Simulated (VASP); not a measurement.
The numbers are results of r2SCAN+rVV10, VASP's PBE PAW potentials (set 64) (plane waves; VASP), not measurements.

VASP ran on this input.

**KPOINTS**
```
Automatic mesh
0
G
  13 13 10
0 0 0
```

INCAR:
```
SYSTEM=CuAu
PREC=Accurate; ENCUT=520; LREAL=F
LASPH=T
EDIFF=1E-7; NELM=100; ALGO=Normal
LMAXMIX=6; LMIXTAU=T
ISMEAR=1; SIGMA=0.1
METAGGA=R2SCAN; LUSE_VDW=T; BPARAM=11.95
CPARAM=0.0093
IBRION=2; NSW=30; ISIF=4
EDIFFG=-0.01
LWAVE=F; LCHARG=F
```

File POSCAR:
```
CuAu
1
    2.8266903332     0.0000000000     0.0000000000
    0.0000000000     2.8266903332     0.0000000000
    0.0000000000     0.0000000000     3.4948037096
Cu Au
1 1
Direct
  0.0000000000   0.0000000000   0.0000000000
  0.5000000000   0.5000000000   0.5000000000
```

POTCAR, in this order: Cu Au (PBE.64 set). Program: vasp_std.

The run wrote:

### OSZICAR
```
       N       E                     dE             d eps       ncg     rms          rms(c)
DAV:   1     0.772255984506E+02    0.77226E+02   -0.11822E+04  5262   0.219E+03
DAV:   2    -0.622963742730E+02   -0.13952E+03   -0.13308E+03  5138   0.349E+02
DAV:   3    -0.672884677678E+02   -0.49921E+01   -0.49308E+01  6406   0.771E+01
DAV:   4    -0.673435171721E+02   -0.55049E-01   -0.55021E-01  5605   0.680E+00
DAV:   5    -0.673454074520E+02   -0.18903E-02   -0.18903E-02  7747   0.138E+00    0.130E+01
DAV:   6    -0.615673199293E+02    0.57781E+01   -0.14477E+01  5230   0.104E+02    0.683E+00
DAV:   7    -0.610512342346E+02    0.51609E+00   -0.41026E+00  5838   0.977E+01    0.623E+00
DAV:   8    -0.610165112183E+02    0.34723E-01   -0.21215E-01  7699   0.128E+01    0.326E+00
DAV:   9    -0.610173787980E+02   -0.86758E-03   -0.52940E-02  6712   0.487E+00    0.381E-01
DAV:  10    -0.610191164241E+02   -0.17376E-02   -0.16972E-02  5707   0.201E+00    0.799E-02
DAV:  11    -0.610213135951E+02   -0.21972E-02   -0.42776E-03  5491   0.113E+00    0.717E-02
DAV:  12    -0.610217931476E+02   -0.47955E-03   -0.59193E-04  6658   0.340E-01    0.572E-02
DAV:  13    -0.610217624455E+02    0.30702E-04   -0.18009E-04  6854   0.276E-01    0.771E-03
DAV:  14    -0.610217831387E+02   -0.20693E-04   -0.14004E-05  5462   0.549E-02    0.159E-03
DAV:  15    -0.610217837775E+02   -0.63874E-06   -0.46767E-07  6131   0.741E-03    0.153E-03
DAV:  16    -0.610217836661E+02    0.11134E-06   -0.40597E-07  6097   0.933E-03    0.123E-03
DAV:  17    -0.610217838999E+02   -0.23378E-06   -0.13498E-07  4144   0.650E-03    0.191E-04
DAV:  18    -0.610217838999E+02    0.47294E-10   -0.13222E-08  2898   0.174E-03
   1 F= -.61021784E+02 E0= -.61021913E+02  d E =-.610218E+02
       N       E                     dE             d eps       ncg     rms          rms(c)
DAV:   1    -0.610219168986E+02   -0.13300E-03   -0.58551E-03  5516   0.747E-01    0.674E-02
DAV:   2    -0.610218402108E+02    0.76688E-04   -0.91731E-05  7299   0.222E-01    0.398E-02
DAV:   3    -0.610218262033E+02    0.14008E-04   -0.82212E-05  6716   0.291E-01    0.237E-02
DAV:   4    -0.610218229500E+02    0.32533E-05   -0.31792E-05  6198   0.205E-01    0.523E-03
DAV:   5    -0.610218235285E+02   -0.57853E-06   -0.23661E-06  5948   0.172E-02    0.335E-03
DAV:   6    -0.610218234738E+02    0.54674E-07   -0.12213E-06  5608   0.113E-02    0.134E-03
DAV:   7    -0.610218239168E+02   -0.44295E-06   -0.30593E-07  5474   0.547E-03    0.310E-04
DAV:   8    -0.610218239114E+02    0.53533E-08   -0.87842E-09  2835   0.140E-03
   2 F= -.61021824E+02 E0= -.61021964E+02  d E =-.400115E-04
       N       E                     dE             d eps       ncg     rms          rms(c)
DAV:   1    -0.610227780066E+02   -0.95409E-03   -0.52764E-02  5467   0.224E+00    0.202E-01
DAV:   2    -0.610220862841E+02    0.69172E-03   -0.82979E-04  7249   0.673E-01    0.120E-01
DAV:   3    -0.610219783329E+02    0.10795E-03   -0.74203E-04  6709   0.873E-01    0.709E-02
DAV:   4    -0.610219378472E+02    0.40486E-04   -0.28616E-04  6164   0.616E-01    0.155E-02
DAV:   5    -0.610219430773E+02   -0.52301E-05   -0.20952E-05  5889   0.504E-02    0.101E-02
DAV:   6    -0.610219419206E+02    0.11567E-05   -0.10540E-05  5531   0.333E-02    0.397E-03
DAV:   7    -0.610219458571E+02   -0.39364E-05   -0.27217E-06  5490   0.163E-02    0.946E-04
DAV:   8    -0.610219458726E+02   -0.15540E-07   -0.84356E-08  4337   0.425E-03
   3 F= -.61021946E+02 E0= -.61022103E+02  d E =-.161973E-03
       N       E                     dE             d eps       ncg     rms          rms(c)
DAV:   1    -0.610255406711E+02   -0.35948E-02   -0.21174E-01  5453   0.450E+00    0.405E-01
DAV:   2    -0.610227723035E+02    0.27684E-02   -0.33259E-03  7210   0.135E+00    0.239E-01
DAV:   3    -0.610223473116E+02    0.42499E-03   -0.29717E-03  6716   0.174E+00    0.141E-01
DAV:   4    -0.610221790143E+02    0.16830E-03   -0.11340E-03  6143   0.123E+00    0.308E-02
DAV:   5    -0.610222014672E+02   -0.22453E-04   -0.81747E-05  5821   0.979E-02    0.203E-02
DAV:   6    -0.610221954646E+02    0.60026E-05   -0.39141E-05  5497   0.646E-02    0.784E-03
DAV:   7    -0.610222107680E+02   -0.15303E-04   -0.10730E-05  5448   0.323E-02    0.194E-03
DAV:   8    -0.610222108821E+02   -0.11411E-06   -0.39812E-07  5992   0.871E-03    0.110E-03
DAV:   9    -0.610222108943E+02   -0.12223E-07   -0.47533E-08  3360   0.335E-03
   4 F= -.61022211E+02 E0= -.61022384E+02  d E =-.426994E-03
       N       E                     dE             d eps       ncg     rms          rms(c)
DAV:   1    -0.610360443887E+02   -0.13834E-01   -0.85283E-01  5467   0.903E+00    0.816E-01
DAV:   2    -0.610247518691E+02    0.11293E-01   -0.13221E-02  7272   0.268E+00    0.485E-01
DAV:   3    -0.610229518574E+02    0.18000E-02   -0.12427E-02  6687   0.355E+00    0.289E-01
DAV:   4    -0.610222529278E+02    0.69893E-03   -0.46361E-03  6167   0.253E+00    0.631E-02
DAV:   5    -0.610223667174E+02   -0.11379E-03   -0.31616E-04  5752   0.191E-01    0.439E-02
DAV:   6    -0.610223282807E+02    0.38437E-04   -0.13653E-04  5534   0.128E-01    0.163E-02
DAV:   7    -0.610223916913E+02   -0.63411E-04   -0.46204E-05  5448   0.687E-02    0.428E-03
DAV:   8    -0.610223920629E+02   -0.37155E-06   -0.17911E-06  6077   0.195E-02    0.237E-03
DAV:   9    -0.610223922445E+02   -0.18162E-06   -0.26820E-07  5390   0.711E-03    0.796E-04
DAV:  10    -0.610223921800E+02    0.64533E-07   -0.96598E-08  3843   0.430E-03
   5 F= -.61022392E+02 E0= -.61022504E+02  d E =-.608280E-03
```

**OUTCAR**
```
------------------------ aborting loop because EDIFF is reached ----------------------------------------
  FORCE on cell =-STRESS in cart. coord.  units (eV):
  Direction    XX          YY          ZZ          XY          YZ          ZX
  --------------------------------------------------------------------------------------
  Total        0.9734691      0.9734691      0.9979895      0.0000000      0.0000000      0.0000000
  in kB       55.8538978     55.8538978     57.2607866      0.0000000      0.0000000      0.0000000
  external PRESSURE =      56.3228607 kB  Pullay stress =       0.0000000 kB
  volume of cell :       27.92
      direct lattice vectors                 reciprocal lattice vectors
     2.852070283  0.000000000  0.000000000     0.350622496  0.000000000  0.000000000
     0.000000000  2.852070283  0.000000000     0.000000000  0.350622496  0.000000000
    -0.000000000  0.000000000  3.432881469    -0.000000000  0.000000000  0.291300474
 POSITION                                       TOTAL-FORCE (eV/Angst)
 -----------------------------------------------------------------------------------
      0.00000      0.00000      0.00000         0.000000      0.000000      0.000000
      1.42604      1.42604      1.71644        -0.000000      0.000000      0.000000
 -----------------------------------------------------------------------------------
    total drift:                                0.000000      0.000000     -0.000000
  FREE ENERGIE OF THE ION-ELECTRON SYSTEM (eV)
  ---------------------------------------------------
  free  energy   TOTEN  =       -61.0223921800 eV

  energy  without entropy=      -61.0227272784  energy(sigma->0) =      -61.02250388

 reached required accuracy - stopping structural energy minimisation
```
(Selected blocks of OUTCAR.)

CONTCAR:
```
CuAu
   1.00000000000000
     2.8520702829253683    0.0000000000000000    0.0000000000000001
     0.0000000000000000    2.8520702829253683    0.0000000000000000
    -0.0000000000000001    0.0000000000000000    3.4328814693367606
  Cu              Au
     1     1
Direct
     0.0000000000000000    0.0000000000000000    0.0000000000000000
     0.5000000000000000    0.5000000000000000    0.5000000000000000
```

The compound is CuAu in the L1_0 structure. This cell is one point of a volume scan, at 0.97 of the reference volume. Symmetry was kept, so distortions that lower it aren't found.
